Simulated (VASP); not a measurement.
A convergence study with VASP on Cl (space group no. 64 when undisturbed): one setting is varied, all else stays as given below, so the limit is that of these other settings. One atom is moved off its site, so that forces are finite.

```xyz
4
Lattice="2.2467 -3.1294 0.0000 2.2467 3.1294 0.0000 0.0000 0.0000 8.2848" Properties=species:S:1:pos:R:3 pbc="T T T"
Cl     3.9407     0.0000     7.4814
Cl     2.7994     0.0000     3.2891
Cl     1.6940     0.0000     4.9957
Cl     0.5527     0.0000     0.8533
```

All values below come from PBEsol GGA, VASP's PBE PAW potentials (set 64) (plane waves; VASP 6.6.1). The tightest run used: 720 eV cut-off, 7×7×3 Γ-centred mesh, Fermi-Dirac smearing of 0.010 eV, potentials Cl.

Gaps are read on the run's mesh, which can miss a band edge.

```tsv
setting	E (eV/atom)	pressure (GPa)	largest force (eV/Å)	gap on the mesh (eV)	plane waves
ENCUT = 105	-2.7271	-90.31	3.538	1.928	292
ENCUT = 120	-2.3201	-69.10	3.565	2.222	360
ENCUT = 135	-2.1996	-51.75	2.783	2.269	422
ENCUT = 150	-1.9818	-38.20	1.789	2.321	499
ENCUT = 165	-1.9468	-27.80	1.031	2.367	577
ENCUT = 180	-1.9538	-20.10	0.568	2.447	651
ENCUT = 210	-1.9588	-10.18	0.557	2.422	824
ENCUT = 240	-1.9682	-5.06	0.540	2.425	995
```

### Question
These are the cheaper rows. Estimate the results at ENCUT = 720, and how far the last row shown lies from them.

### Answer

| quantity | tightest run | last row shown is off by |
|---|---|---|
| E (eV/atom) | -1.9917 | 0.0235 |
| pressure (GPa) | -0.98 | -4.09 |
| largest force (eV/Å) | 0.553 | -0.012 |
| gap on the mesh (eV) | 2.444 | -0.018 |

Left out are rungs that failed or repeat a setting and relaxations that didn't move; long series are thinned to 24 rows.

The structure is a typed Cl crystal (space group no. 64). The cell was not relaxed at this level, it is distorted from the ideal structure.
